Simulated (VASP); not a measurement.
Consider the following.

```
CELL_PARAMETERS angstrom
      3.54360     0.00000     0.00000
      0.00000     3.54360     0.00000
      0.00000     0.00000     3.54360
ATOMIC_POSITIONS crystal
  Ga 0.00000 0.00000 0.00000
  Sb 0.50000 0.50000 0.50000
```

These are PBEsol GGA, VASP's PBE PAW potentials (set 64) (plane waves; VASP) values and carry that method's errors. Run with 400 eV cut-off, Gaussian smearing of 0.050 eV, potentials Ga_d Sb.

Unless said otherwise, spin-orbit coupling is left out, though it shifts the bands of the heavy elements here.

Q: Predict the band gap (along the path) with the smallest direct gap where there is one.

A: 
- band gap (along the path): none (metal, semimetal or under 0.01 eV)

Total energies compare only between runs with the same potentials, cut-off and functional.

The structure was generated: GaSb was put into the CsCl type type (Pm-3m), which need not be its known phase. It was relaxed first, which changed the volume by +14 %. VASP warned that the highest band is occupied, so more bands are needed.
